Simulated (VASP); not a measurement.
# CsSi2 (P-6m2) in VASP: notebook

One crystal, CsSi2, is run at these levels: HSE(alpha, omega); tasks: single point.

Everything below comes from runs of VASP 6.6.1. Logs are shortened: lines on timing, memory, paths and dates and some standing lists are left out, and cuts for length are marked.

### 1 The structure

It takes space group P-6m2 (No. 187, hexagonal). Conventional cell: a = 6.372 Å, b = 6.372 Å, c = 4.479 Å, α = 90.00°, β = 90.00°, γ = 120.00°. Cs (site symmetry -6m2) has 6 Si at 3.85 Å as nearest neighbours. Si (site symmetry 3m) has 2 Si at 2.24 Å as nearest neighbours.

The cell was built by a generator and needn't be a form met in nature.

### 2 Single point, HSE(alpha, omega)

POSCAR reads:

```
CsSi2
1.0
    6.3715700000      0.0000000000      0.0000000000
   -3.1857800000      5.5179400000      0.0000000000
    0.0000000000      0.0000000000      4.4786600000
Cs Si
1 2
Direct
    0.0000000000      0.0000000000      0.0000000000
    0.6666700000      0.3333300000      0.2503900000
    0.6666700000      0.3333300000      0.7496100000
```

INCAR.step1 reads:

```
PREC = Accurate
ENCUT = 520
EDIFF = 1E-5
ISMEAR = -1
SIGMA = 0.05
LREAL = False
LASPH = True
NELM = 100
ALGO = Normal
ISIF = 2
LWAVE = True
GGA = PE
```

INCAR.step2 reads:

```
PREC = Accurate
ENCUT = 520
EDIFF = 1E-7
ISMEAR = -1
SIGMA = 0.05
LREAL = False
LASPH = True
NELM = 100
ALGO = Normal
ISIF = 2
LWAVE = False
LCHARG = False
GGA = PE
LHFCALC = True
HFSCREEN = 0.2
AEXX = 0.2
PRECFOCK = Fast
ISTART = 1
```

KPOINTS reads:

```
Automatic mesh
0
Gamma
  3 3 3
```

Potentials or basis: VASP PAW PBE potentials, release 64 (Cs_sv, Si).

Launch:

```bash
cat potpaw_PBE.64/Cs_sv/POTCAR potpaw_PBE.64/Si/POTCAR > POTCAR
cp INCAR.step1 INCAR
mpirun -np 1 vasp_std > vasp.out
cp INCAR.step2 INCAR
mpirun -np 1 vasp_std > vasp.out
```

OUTCAR:

```text
PREC = Accurate
   ENCUT = 520
   EDIFF = 1E-7
   ISMEAR = -1
   LREAL = False
   LASPH = True
   NELM = 100
   ISIF = 2
   GGA = PE
   LHFCALC = True
   HFSCREEN = 0.2
   AEXX = 0.2
   PRECFOCK = Fast
   ISTART = 1

 ion  position               nearest neighbor table
   1  0.000  0.000  0.000-
   2  0.667  0.333  0.250-   3 2.24   3 2.24
   3  0.667  0.333  0.750-   2 2.24   2 2.24

  LATTYP: Found a hexagonal cell.
 ALAT       =     6.3715700000
 C/A-ratio  =     0.7029130968

  Lattice vectors:

 A1 = (   6.3715700000,   0.0000000000,   0.0000000000)
 A2 = (  -3.1857800000,   5.5179400000,   0.0000000000)
 A3 = (   0.0000000000,   0.0000000000,   4.4786600000)

Analysis of symmetry for initial positions (statically):
=====================================================================
 Subroutine PRICEL returns:
 Original cell was already a primitive cell.

 Routine SETGRP: Setting up the symmetry group for a
 hexagonal supercell.

 Subroutine GETGRP returns: Found  4 space group operations
 (whereof  4 operations were pure point group operations)
 out of a pool of 24 trial point group operations.

The static configuration has the point symmetry C_2v.

Analysis of symmetry for dynamics (positions and initial velocities):
=====================================================================
 Subroutine PRICEL returns:
 Original cell was already a primitive cell.

 Routine SETGRP: Setting up the symmetry group for a
 hexagonal supercell.

 Subroutine GETGRP returns: Found  4 space group operations
 (whereof  4 operations were pure point group operations)
 out of a pool of 24 trial point group operations.

The dynamic configuration has the point symmetry C_2v.

 Subroutine INISYM returns: Found  4 space group operations
 (whereof  4 operations are pure point group operations),
 and found     1 'primitive' translations

----------------------------------------------------------------------------------------

                                     Primitive cell

  volume of cell :     157.4605

  direct lattice vectors                    reciprocal lattice vectors
     6.371570000  0.000000000  0.000000000     0.156947189  0.090613384  0.000000000
    -3.185780000  5.517940000  0.000000000     0.000000000  0.181227052  0.000000000
     0.000000000  0.000000000  4.478660000     0.000000000  0.000000000  0.223281071

[... 84 lines left out ...]
   EFERMI_NEDOS =   21; number of points for ismear=-14 and -15
   IALGO  =     38    algorithm
   IMIX   =      1    mixing-type and parameters
     AMIX     =   0.40;   BMIX     =  1.00
     AMIX_MAG =   1.60;   BMIX_MAG =  1.00
  volume/ion in A,a.u.               =      52.49       354.20
  Fermi-wavevector in a.u.,A,eV,Ry     =   0.779532  1.473102  8.267855  0.607670
  Thomas-Fermi vector in A             =   1.882656
   LORBIT       =      0    0 simple, 1 ext, 2 COOP (PROOUT), +10 PAW based schemes
   GGA     = PE    functional components
   LHFCALC =     T    Hartree Fock is set to
   PRECFOCK=fast      Normal, Fast or Accurate (Low or Medium for compatibility)
   ENCUT4O =  -1.0   cutoff for four orbital integrals eV
   NKREDX  =     1    reduce k-point grid by
   NKREDY  =     1    reduce k-point grid by
   NKREDZ  =     1    reduce k-point grid by
   AEXX    =    0.2000 exact exchange contribution
   HFSCREEN=    0.2000 screening length (either q_TF or 0.3 A-1)
   HFSCREENC=   0.2000 screening length for correlation (either q_TF or 0.3 A-1)
   ENCUTFOCK=  -1.0 apply spherical cutoff to Coloumb kernel
   IVDW    =     0    specifies the selected vdW correction
   LEPSILON=     F    determine dielectric tensor
   LRPA    =     F    only Hartree local field effects (RPA)
 non-spin polarized calculation
  energy-cutoff  :      520.00
  volume of cell :      157.46
 maximum number of plane-waves:      4283
  NGX = 28; NGY = 28; NGZ = 18

 number of electron      17.0000001 magnetization

 Free energy of the ion-electron system (eV)
  ---------------------------------------------------
  ext. energy  EPLUGINS =         0.00000000
  ---------------------------------------------------
  free energy    TOTEN  =       -11.23928679 eV

  energy without entropy =      -11.19558778  energy(sigma->0) =      -11.21743728

 E-fermi :   1.5063     XC(G=0):  -5.4871

 val. band max:       -0.7666922531   @ k =  -0.3333   0.3333   0.3333
 cond. band min:       1.5432870990   @ k =   0.3333   0.3333   0.3333
 fundamental gap:      2.3099793521
 Fermi energy:         1.5063131550

 k-point     1 :       0.0000    0.0000    0.0000
  band No.  band energies     occupation
      1     -23.4793      2.00000
      2     -10.0871      2.00000
      3      -9.4880      2.00000
      4      -9.4880      2.00000
      5      -9.3832      2.00000
      6      -3.4468      2.00000
      7      -1.6953      2.00000
      8      -1.6953      2.00000
      9      -1.1157      2.00000
     10       2.1766      0.00000
     11       4.2951      0.00000
     12       4.8638      0.00000
[... 91 lines left out ...]
 k-point     8 :       0.3333    0.3333    0.3333
  band No.  band energies     occupation
      1     -23.4563      2.00000
      2      -9.8272      2.00000
      3      -9.7074      2.00000
      4      -9.4696      2.00000
      5      -8.7970      2.00000
      6      -6.6011      2.00000
      7      -0.9741      2.00000
      8      -0.8408      2.00000
      9       1.5433      0.64624
     10       1.6966      0.04354
     11       3.1467      0.00000
     12       4.1171      0.00000

------------------------ aborting loop because EDIFF is reached ----------------------------------------

  FORCE on cell =-STRESS in cart. coord.  units (eV):
  Direction    XX          YY          ZZ          XY          YZ          ZX
  --------------------------------------------------------------------------------------
  -------------------------------------------------------------------------------------
  Total       -0.0379590     -0.0384599      0.4206678     -0.0004339      0.0000000      0.0000000
  in kB       -0.3862365     -0.3913339      4.2803401     -0.0044150      0.0000000      0.0000000
  external PRESSURE =       1.1675899 kB  Pullay stress =       0.0000000 kB

 VOLUME and BASIS-vectors are now :
 -----------------------------------------------------------------------------
  energy-cutoff  :      520.00
  volume of cell :      157.46
      direct lattice vectors                 reciprocal lattice vectors
     6.371570000  0.000000000  0.000000000     0.156947189  0.090613384  0.000000000
    -3.185780000  5.517940000  0.000000000     0.000000000  0.181227052  0.000000000
     0.000000000  0.000000000  4.478660000     0.000000000  0.000000000  0.223281071

 POSITION                                       TOTAL-FORCE (eV/Angst)
 -----------------------------------------------------------------------------------
      0.00000      0.00000      0.00000         0.000029     -0.000017      0.000000
      3.18582      1.83929      1.12141        -0.000015      0.000008     -0.026592
      3.18582      1.83929      3.35725        -0.000015      0.000008      0.026592
 -----------------------------------------------------------------------------------
    total drift:                                0.000001     -0.000001     -0.000000

  FREE ENERGIE OF THE ION-ELECTRON SYSTEM (eV)
  ---------------------------------------------------
  free  energy   TOTEN  =       -11.2392867889 eV

  energy  without entropy=      -11.1955877770  energy(sigma->0) =      -11.21743728
```

OUTCAR.step1:

```text
PREC = Accurate
   ENCUT = 520
   EDIFF = 1E-5
   ISMEAR = -1
   LREAL = False
   LASPH = True
[... 326 lines left out ...]
      0.00000      0.00000      0.00000         0.000032     -0.000019      0.000000
      3.18582      1.83929      1.12141        -0.000016      0.000009     -0.016841
      3.18582      1.83929      3.35725        -0.000016      0.000009      0.016841
 -----------------------------------------------------------------------------------
    total drift:                               -0.000002     -0.000004     -0.000000

  FREE ENERGIE OF THE ION-ELECTRON SYSTEM (eV)
  ---------------------------------------------------
  free  energy   TOTEN  =       -10.1203879211 eV

  energy  without entropy=      -10.0749753660  energy(sigma->0) =      -10.09768164
```

OSZICAR.step1:

```text
N       E                     dE             d eps       ncg     rms          rms(c)
DAV:   1     0.861338708157E+02    0.86134E+02   -0.56530E+03   192   0.105E+03
DAV:   2    -0.158042900015E+01   -0.87714E+02   -0.84916E+02   316   0.162E+02
DAV:   3    -0.105434783910E+02   -0.89630E+01   -0.89265E+01   240   0.535E+01
DAV:   4    -0.107199911111E+02   -0.17651E+00   -0.17645E+00   228   0.988E+00
DAV:   5    -0.107227769888E+02   -0.27859E-02   -0.27857E-02   248   0.126E+00    0.375E+00
DAV:   6    -0.102661846617E+02    0.45659E+00   -0.46367E-01   224   0.342E+00    0.212E+00
DAV:   7    -0.100976099240E+02    0.16857E+00   -0.83230E-01   232   0.447E+00    0.434E-01
DAV:   8    -0.101175847300E+02   -0.19975E-01   -0.90095E-02   220   0.178E+00    0.340E-01
DAV:   9    -0.101189550732E+02   -0.13703E-02   -0.99420E-03   236   0.613E-01    0.904E-02
DAV:  10    -0.101197909275E+02   -0.83585E-03   -0.11938E-03   208   0.196E-01    0.608E-02
DAV:  11    -0.101203187290E+02   -0.52780E-03   -0.50265E-04   216   0.143E-01    0.175E-02
DAV:  12    -0.101203630862E+02   -0.44357E-04   -0.49766E-05   244   0.450E-02    0.644E-03
DAV:  13    -0.101203875536E+02   -0.24467E-04   -0.38061E-05   192   0.384E-02    0.467E-03
DAV:  14    -0.101203879211E+02   -0.36753E-06   -0.14639E-06   180   0.846E-03
   1 F= -.10120388E+02 E0= -.10097682E+02  d E =-.454126E-01
```

Wall time 4.2 min (1 thread of Intel Xeon Platinum 8488C (Sapphire Rapids), shared host); peak memory 0.38 GiB.

What came out:

| Item | Value |
| --- | --- |
| Free energy | -11.2393 eV |
| Pressure | 0.1 GPa |
| Largest force | 0.027 eV/Å |
| Band gap on the k mesh | none (metal or under the smearing width) |

Forces on the atoms (eV/Å):
```
Cs   0.000  0.000  0.000
Si   0.000  0.000 -0.027
Si   0.000  0.000  0.027
```

Stress tensor (GPa, compression positive):
```
-0.04  0.00  0.00
 0.00 -0.04  0.00
 0.00  0.00  0.43
```

Caveat: the k mesh is coarse (spacing up to 0.47 Å⁻¹), so the values aren't converged, least of all with exact exchange; the PAW data sets were made with another functional, which shifts forces and pressure a little. Spin-orbit coupling is left out, which matters for the levels of Cs.

### 3 Single point, HSE(alpha, omega)

POSCAR is that of step 2.

INCAR.step1 is that of step 2.

INCAR.step2, as its differences from that of step 2:

```diff
@@ -15,3 +15,3 @@
 HFSCREEN = 0.2
-AEXX = 0.2
+AEXX = 0.25
 PRECFOCK = Fast
```

KPOINTS is that of step 2.

Potentials or basis: VASP PAW PBE potentials, release 64 (Cs_sv, Si).

Launch:

```bash
cat potpaw_PBE.64/Cs_sv/POTCAR potpaw_PBE.64/Si/POTCAR > POTCAR
cp INCAR.step1 INCAR
mpirun -np 1 vasp_std > vasp.out
cp INCAR.step2 INCAR
mpirun -np 1 vasp_std > vasp.out
```

Wall time 3 min (1 thread of Intel Xeon Platinum 8488C (Sapphire Rapids), shared host); peak memory 0.37 GiB.

Results (log left out):

- Free energy: -11.5316 eV
- Pressure: 0.1 GPa
- Largest force: 0.030 eV/Å
- Band gap on the k mesh: none (metal or under the smearing width)

Forces in eV/Å, atoms in the order of the input:
```
Cs   0.000  0.000  0.000
Si   0.000  0.000 -0.030
Si   0.000  0.000  0.030
```

Stress tensor (GPa, compression positive):
```
-0.04  0.00  0.00
 0.00 -0.04  0.00
 0.00  0.00  0.24
```

Levels at points of the mesh, in eV from the Fermi level:
| k point | band 6 | band 7 | band 8 | band 9 | band 10 | band 11 |
| --- | --- | --- | --- | --- | --- | --- |
| (0.00, 0.00, 0.00) | -5.10 | -3.33 | -3.33 | -2.69 | 0.69 | 2.84 |

Caveat: the k mesh is coarse (spacing up to 0.47 Å⁻¹), so the values aren't converged, least of all with exact exchange; the PAW data sets were made with another functional, which shifts forces and pressure a little.

### 4 Single point, HSE(alpha, omega)

POSCAR is that of step 3.

INCAR.step1 is that of step 3.

INCAR.step2, as its differences from that of step 3:

```diff
@@ -15,3 +15,3 @@
 HFSCREEN = 0.2
-AEXX = 0.25
+AEXX = 0.3
 PRECFOCK = Fast
```

KPOINTS is that of step 3.

Potentials or basis: VASP PAW PBE potentials, release 64 (Cs_sv, Si).

Launch:

```bash
cat potpaw_PBE.64/Cs_sv/POTCAR potpaw_PBE.64/Si/POTCAR > POTCAR
cp INCAR.step1 INCAR
mpirun -np 1 vasp_std > vasp.out
cp INCAR.step2 INCAR
mpirun -np 1 vasp_std > vasp.out
```

OUTCAR:

```text
PREC = Accurate
   ENCUT = 520
   EDIFF = 1E-7
   ISMEAR = -1
   LREAL = False
   LASPH = True
   NELM = 100
   ISIF = 2
   GGA = PE
   LHFCALC = True
   HFSCREEN = 0.2
   AEXX = 0.3
   PRECFOCK = Fast
   ISTART = 1

 ion  position               nearest neighbor table
   1  0.000  0.000  0.000-
   2  0.667  0.333  0.250-   3 2.24   3 2.24
   3  0.667  0.333  0.750-   2 2.24   2 2.24

  LATTYP: Found a hexagonal cell.
[... 303 lines left out ...]
------------------------ aborting loop because EDIFF is reached ----------------------------------------

  FORCE on cell =-STRESS in cart. coord.  units (eV):
  Direction    XX          YY          ZZ          XY          YZ          ZX
  --------------------------------------------------------------------------------------
  -------------------------------------------------------------------------------------
  Total       -0.0370226     -0.0377315      0.0593236     -0.0006140      0.0000000      0.0000000
  in kB       -0.3767089     -0.3839218      0.6036237     -0.0062471      0.0000000      0.0000000
  external PRESSURE =      -0.0523357 kB  Pullay stress =       0.0000000 kB

 VOLUME and BASIS-vectors are now :
 -----------------------------------------------------------------------------
  energy-cutoff  :      520.00
  volume of cell :      157.46
      direct lattice vectors                 reciprocal lattice vectors
     6.371570000  0.000000000  0.000000000     0.156947189  0.090613384  0.000000000
    -3.185780000  5.517940000  0.000000000     0.000000000  0.181227052  0.000000000
     0.000000000  0.000000000  4.478660000     0.000000000  0.000000000  0.223281071

 POSITION                                       TOTAL-FORCE (eV/Angst)
 -----------------------------------------------------------------------------------
      0.00000      0.00000      0.00000         0.000026     -0.000015      0.000000
      3.18582      1.83929      1.12141        -0.000013      0.000008     -0.032718
      3.18582      1.83929      3.35725        -0.000013      0.000008      0.032718
 -----------------------------------------------------------------------------------
    total drift:                               -0.000001     -0.000001     -0.000000

  FREE ENERGIE OF THE ION-ELECTRON SYSTEM (eV)
  ---------------------------------------------------
  free  energy   TOTEN  =       -11.8288335946 eV

  energy  without entropy=      -11.7860867644  energy(sigma->0) =      -11.80746018
```

It took 3 min on 1 thread of Intel Xeon Platinum 8488C (Sapphire Rapids), shared host; peak memory 0.37 GiB.

What came out:

- Free energy: -11.8288 eV
- Pressure: 0.0 GPa
- Largest force: 0.033 eV/Å
- Band gap on the k mesh: none (metal or under the smearing width)

Forces in eV/Å, atoms in the order of the input:
```
Cs   0.000  0.000  0.000
Si   0.000  0.000 -0.033
Si   0.000  0.000  0.033
```

Caveat: the k mesh is coarse (spacing up to 0.47 Å⁻¹), so the values aren't converged, least of all with exact exchange; the PAW data sets were made with another functional, which shifts forces and pressure a little. The run has no spin-orbit coupling, so splittings on Cs are missing.

### 5 The runs side by side

| share of exact exchange | gap on the mesh (eV) | pressure (GPa) | largest force (eV/Å) |
| --- | --- | --- | --- |
| 0.2 | none | 0.1 | 0.03 |
| 0.25 | none | 0.1 | 0.03 |
| 0.3 | none | 0.0 | 0.03 |

Alike in all rows: task single point; level HSE(alpha, omega); potentials or basis VASP PAW PBE potentials, release 64 (Cs_sv, Si); no spin polarisation; cell as given; k mesh 3 × 3 × 3; cutoff (eV) 520; smearing fermi-dirac 0.05 eV; the mesh is coarse, so values aren't converged.

Caveats: all runs use coarse meshes; the PAW data sets were made with another functional, which shifts forces and pressure a little.

Absolute energies hang on the potentials; compare differences alone.
